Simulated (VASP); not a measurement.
Runs of VASP 6.6.1 on C. It takes space group P6_3/mmc (No. 194, hexagonal). The conventional cell has a = 2.461 Å, b = 2.461 Å, c = 9.391 Å, α = 90.00°, β = 90.00°, γ = 120.00°. Around C (site symmetry -6m2) lie 3 C at 1.42 Å. C (site symmetry -6m2) has 3 C at 1.42 Å as nearest neighbours. The cell was built by a generator and needn't be a form met in nature.

```tsv
level	gap on the mesh (eV)	pressure (GPa)
PBE+D3(BJ)	1.17	1.1
r2SCAN	1.24	-0.9
rev-vdW-DF2	1.16	0.7
optB88-vdW	1.16	0.7
vdW-DF2	(c)	3.3
PBE+D2	1.17	1.1
optB86b-vdW	1.16	1.1
vdW-DF	1.16	(b)
PBEsol	1.17	(a)
PBE+MBD	1.17	0.4
r2SCAN+rVV10	1.24	-1.2
SCAN+rVV10	1.24	-2.3
```

Alike in all rows: task single point; potentials or basis VASP PAW PBE potentials, release 64 (C); no spin polarisation; cell as given; k mesh 16 × 16 × 4; cutoff (eV) 520; smearing fermi-dirac 0.05 eV.

**Question.** Fill in the values left out.

**Answer.** (a) -0.1; (b) 3.7; (c) 1.14.

Caveats: the PAW data sets were made with another functional, which shifts forces and pressure a little (some runs); this functional lacks dispersion, which binds the layers, so the pressure and a relaxed spacing across them are unreliable (some runs).

A k mesh can miss the band edges.

Not every run made on this cell is shown here.
